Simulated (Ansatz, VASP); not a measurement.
# Cross-check of SiHCF (F-SiC-H chair bilayer, AA) between VASP and Ansatz, part 2 of 2

Wanted: the spread between two codes on one cell, functional and k mesh. The structure shown is the start of the Ansatz relaxation below; VASP solves that cell, so the two are compared at the walk's first step.

VASP 6.6.1 and Ansatz 0.2.0.

So far: The starting structure; Ansatz: relaxation, PBE with D3(BJ); VASP: single point, PBE with D3(BJ), start cell.

### Step 3. VASP: single point, PBE with D3(BJ), start cell (continued)

Level of this step: PBE with D3(BJ); plane waves and PAW (H, C, Si, F) (VASP).

Numbers of over 12 decimals in the logs are rounded to 6 here.

Parts of OUTCAR (step 3):

```text
ion  position               nearest neighbor table
   1  0.667  0.333  0.213-   3 1.07
   2  0.667  0.333  0.352-   4 1.07
   3  0.667  0.333  0.238-   1 1.07   5 1.89   5 1.89   5 1.89
   4  0.667  0.333  0.377-   2 1.07   6 1.89   6 1.89   6 1.89
   5  0.333  0.667  0.253-   7 1.68   3 1.89   3 1.89   3 1.89
   6  0.333  0.667  0.392-   8 1.68   4 1.89   4 1.89   4 1.89
   7  0.333  0.667  0.293-   5 1.68
   8  0.333  0.667  0.431-   6 1.68

  LATTYP: Found a hexagonal cell.
 ALAT       =     3.0855000000
 C/A-ratio  =    13.7071246151

 Subroutine GETGRP returns: Found  6 space group operations
 (whereof  6 operations were pure point group operations)

The static configuration has the point symmetry C_3v.

 Found     19 irreducible k-points:

   k-points           NKPTS =     19   k-points in BZ     NKDIM =     19   number of bands    NBANDS=     24

   dimension x,y,z NGX =    24 NGY =   24 NGZ =  320
   dimension x,y,z NGXF=    48 NGYF=   48 NGZF=  640

   ENCUT  =  520.0 eV  38.22 Ry    6.18 a.u.   5.74  5.74 78.64*2*pi/ulx,y,z

   NELECT =      32.0000    total number of electrons

 k-points in reciprocal lattice and weights: Automatic mesh
   0.00000000  0.00000000  0.00000000       0.007
   0.08333333  0.00000000  0.00000000       0.042
   0.16666667  0.00000000  0.00000000       0.042
   0.25000000  0.00000000  0.00000000       0.042
   0.33333333  0.00000000  0.00000000       0.042
   0.41666667  0.00000000  0.00000000       0.042
   0.50000000  0.00000000  0.00000000       0.021
   0.08333333  0.08333333  0.00000000       0.042
   0.16666667  0.08333333  0.00000000       0.083
[...]
0.33333333  0.25000000  0.00000000       0.083
   0.33333333  0.33333333  0.00000000       0.014

 dipolmoment           0.000000      0.000000      0.343349 electrons x Angstroem

 average (electrostatic) potential at core
       1 -43.9866       2 -40.4055       3 -59.1649       4 -55.6243       5 -94.9756
       6 -91.3696       7 -85.0608       8 -81.2383

 E-fermi :  -2.9053

 k-point     1 :       0.0000    0.0000    0.0000
  band No.  band energies     occupation
    ...
     13      -5.3948      2.00000
     14      -5.3948      2.00000
     15      -2.9613      1.50770
     16      -2.8899      0.84632
     17      -2.8899      0.84632
     18      -1.7361      0.00000
     19      -1.2504      0.00000
     20      -0.9648      0.00000
     21      -0.4604      0.00000
     22       0.2057      0.00000
    ...

 k-point     2 :       0.0833    0.0000    0.0000
  band No.  band energies     occupation
    ...
     12      -6.5892      2.00000
     13      -5.4893      2.00000
     14      -5.4241      2.00000
     15      -3.4250      1.99994
     16      -3.0222      1.82367
     17      -2.8204      0.30903
     18      -1.5921      0.00000
     19      -1.0946      0.00000
     20      -0.7777      0.00000
     21      -0.2614      0.00000
    ...

 k-point     3 :       0.1667    0.0000    0.0000
  band No.  band energies     occupation
    ...
     12      -6.8976      2.00000
     13      -5.7781      2.00000
     14      -5.5058      2.00000
     15      -4.5446      2.00000
     16      -3.3432      1.99969
     17      -2.4075      0.00009
     18      -1.1864      0.00000
     19      -0.7875      0.00000
     20      -0.4507      0.00000
     21       0.1170      0.00000
    ...

 Edisp (eV)   -0.80386

  Total       0.51615     0.51615    -6.59914     0.00000    -0.00000    -0.00000
  in kB       2.37155     2.37155   -30.32108     0.00000    -0.00000    -0.00000
  external pressure =       -8.53 kB  Pullay stress =        0.00 kB

  energy-cutoff  :      520.00
  volume of cell :      348.70
      direct lattice vectors                 reciprocal lattice vectors
     3.085500000  0.000000000  0.000000000     0.324096581  0.187117275  0.000000000
    -1.542750000  2.672121000  0.000000000     0.000000000  0.374234550  0.000000000
     0.000000000  0.000000000 42.293333000     0.000000000  0.000000000  0.023644389

 POSITION                                       TOTAL-FORCE (eV/Angst)
 -----------------------------------------------------------------------------------
      1.54275      0.89071      9.00000         0.000000     -0.000000     -1.129528
      1.54275      0.89071     14.87333         0.000000     -0.000000     -1.103029
      1.54275      0.89071     10.07000        -0.000000      0.000000      2.268513
      1.54275      0.89071     15.94333         0.000000     -0.000000      2.034985
      0.00000      1.78141     10.69333        -0.000000     -0.000000      0.972255
      0.00000      1.78141     16.56667         0.000000      0.000000      1.314772
      0.00000      1.78141     12.37333         0.000000     -0.000000     -2.065028
      0.00000      1.78141     18.24667         0.000000     -0.000000     -2.292939
 -----------------------------------------------------------------------------------
    total drift:                               -0.000001      0.000016      0.003024

  FREE ENERGIE OF THE ION-ELECTRON SYSTEM (eV)
  ---------------------------------------------------
  free  energy   TOTEN  =       -48.8283186245 eV

  energy  without entropy=      -48.8239034739  energy(sigma->0) =      -48.82611105

 vacuum level on the upper side and lower side of the slab         6.095        -1.441

 total charge
# of ion       s       p       d       tot
------------------------------------------
    1        0.640   0.054   0.000   0.694
    2        0.641   0.054   0.000   0.695
    3        0.839   1.755   0.000   2.594
    4        0.841   1.752   0.000   2.593
    5        0.699   0.921   0.000   1.620
    6        0.699   0.920   0.000   1.619
    7        1.746   4.346   0.000   6.092
    8        1.747   4.339   0.000   6.086
--------------------------------------------------
tot          7.850  14.142   0.000  21.992

[... 3 further parts left out ...]
```

### Step 4. Side by side

Known differences besides the potentials themselves: Ansatz cuts the interaction across the vacuum, VASP repeats the sheet with a dipole correction (LDIPOL); the cutoff is 420 eV in Ansatz and 520 eV in VASP. Total energies have different zeros and are not compared.

Forces (eV/Å; atoms numbered as in POSCAR):

```tsv
atom	Ansatz x, y, z	VASP x, y, z
H1	0.000, 0.000, -1.102	0.000, 0.000, -1.130
H2	0.000, 0.000, -1.077	0.000, 0.000, -1.103
C3	0.000, 0.000, 2.243	0.000, 0.000, 2.269
C4	0.000, 0.000, 2.018	0.000, 0.000, 2.035
Si5	0.000, 0.000, 1.129	0.000, 0.000, 0.972
Si6	0.000, 0.000, 1.460	0.000, 0.000, 1.315
F7	0.000, 0.000, -2.224	0.000, 0.000, -2.065
F8	0.000, 0.000, -2.446	0.000, 0.000, -2.293
```

The forces differ by 63 meV/Å r.m.s., which is 6.4 % of the r.m.s. force of 0.999 eV/Å (both taken over all components). Where the cell holds vacuum, a pressure given here is an average over it and none of the material.

### Step 5. Outcome

```
r.m.s. force difference (single point, PBE with D3(BJ), start cell) : 6.4 % of the r.m.s. force
```

The r.m.s. force difference is 6.4 % of the r.m.s. force (single point, PBE with D3(BJ), start cell), beyond the 3 % picked in this series as the mark of a large difference. What causes the difference of the single point, PBE with D3(BJ), start cell pair stays open here. Such differences can come from data sets, numerical settings and the points named under the comparisons, not from the functional's error against experiment.

[Lines on the potential files, build, host, timing and source positions are cut from VASP's logs without a mark.]

[Logs are printed without paths, hosts, clocks, repeated set-up lines and the standing remarks that a program may print on its own settings, such as how far it seeks lower states.]

[Hosts, paths, dates, database ids (printed as entryN), source tags and the programs' standing remarks are cut or masked in the printed files.]
